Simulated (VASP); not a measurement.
A convergence study with VASP on CdTe (zinc blende): one setting is varied, all else stays as given below, so the limit is that of these other settings.

```yaml
crystal:
  lattice:
    - [0.00000, 3.24000, 3.24000]
    - [3.24000, 0.00000, 3.24000]
    - [3.24000, 3.24000, 0.00000]
  atoms:
    - { symbol: Cd, position: [0.00000, 0.00000, 0.00000] }
    - { symbol: Te, position: [0.25000, 0.25000, 0.25000] }
```

All values below come from PBEsol GGA, VASP's PBE PAW potentials (set 64) (plane waves; VASP). The tightest run used: 550 eV cut-off, 12×12×12 Monkhorst-Pack mesh, Gaussian smearing of 0.050 eV, potentials Cd Te.

Question: The settings run are 1×1×1 mesh; 2×2×2 mesh; 3×3×3 mesh; 4×4×4 mesh; 5×5×5 mesh; 6×6×6 mesh; 7×7×7 mesh; 8×8×8 mesh; 9×9×9 mesh; 10×10×10 mesh; 11×11×11 mesh; 12×12×12 mesh. From which on does the energy per atom stay within 0.002 eV/atom of the tightest run?

Answer: From 6×6×6 mesh on: it is off by 0.0000 there and by no more than 0.002 in any finer run, while 5×5×5 mesh is off by 0.0103.
| setting | E (eV/atom) | pressure (GPa) | irreducible k-points | difference judged (eV/atom) |
|---|---|---|---|---|
| 1×1×1 mesh | 3.3306 | 36.54 | 1 | 6.0757 |
| 2×2×2 mesh | -2.7155 | 0.60 | 2 | 0.0295 |
| 3×3×3 mesh | -2.6128 | 1.22 | 4 | 0.1322 |
| 4×4×4 mesh | -2.7447 | 0.33 | 10 | 0.0003 |
| 5×5×5 mesh | -2.7347 | 0.40 | 10 | 0.0103 |
| 6×6×6 mesh | -2.7450 | 0.33 | 28 | 0.0000 |
| 7×7×7 mesh | -2.7437 | 0.33 | 20 | 0.0014 |
| 8×8×8 mesh | -2.7450 | 0.33 | 60 | 0.0000 |
| 9×9×9 mesh | -2.7448 | 0.33 | 35 | 0.0003 |
| 10×10×10 mesh | -2.7450 | 0.33 | 110 | 0.0000 |
| 11×11×11 mesh | -2.7449 | 0.33 | 56 | 0.0001 |
| 12×12×12 mesh | -2.7450 | 0.33 | 182 | 0.0000 |

Left out are rungs that failed or repeat a setting and relaxations that didn't move; long series are thinned to 24 rows.

The compound is CdTe in the zinc blende structure. The cell was not relaxed at this level.
